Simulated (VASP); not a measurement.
Wanted: the native input for a VASP 6.6.1 run.

```
Task                   : single point
Functional             : PBE
Potentials or basis    : VASP PAW PBE potentials, release 64 (Be, Li_sv)
Cutoff                 : 520 eV
k mesh                 : 11 × 7 × 5
Occupations            : fermi-dirac, width 0.05 eV
Spin                   : no spin polarisation
Further INCAR settings : ALGO = Normal; EDIFF = 1e-07; NBANDS = 13
```

The structure of LiBe lies in POSCAR:

```
LiBe
1.0
    2.2959861536      0.0000000000      0.0000000000
    0.0000000000      3.6127729800      0.0000000000
   -0.4017425219      0.0000000000      5.5135259934
Be Li
2 2
Direct
    0.2435819200      0.7500000000      0.4238283600
    0.7564180800      0.2500000000      0.5761716400
    0.2631524400      0.7500000000      0.8451422600
    0.7368475600      0.2500000000      0.1548577400
```

The cell comes from a database or a generator and needn't be the stable form of this composition.

These files were run (other wordings do the same):

INCAR

```
SYSTEM = LiBe
PREC = Accurate
ENCUT = 520
EDIFF = 1E-7
ISMEAR = -1
SIGMA = 0.05
LREAL = .FALSE.
LASPH = .TRUE.
NELM = 60
ALGO = Normal
ISIF = 2
LWAVE = .FALSE.
LCHARG = .TRUE.
GGA = PE
LELF = .TRUE.
LVHAR = .TRUE.
NBANDS = 13
```

KPOINTS

```
regular mesh
0
G
  11 7 5
  0 0 0
```

Potentials or basis: VASP PAW PBE potentials, release 64 (Be, Li_sv).

The run is started by

```bash
$ cat potpaw_PBE.64/Be/POTCAR potpaw_PBE.64/Li_sv/POTCAR > POTCAR
$ mpirun -np 1 vasp_std > vasp.out
```

It gave:

```yaml
Largest_force: 0.026 eV/Å
Band_gap_on_the_k_mesh: none (metal or under the smearing width)
```

It took 34 s on 1 thread of AMD EPYC 9R45 (Zen 5), on a shared host, peak memory 0.15 GiB.
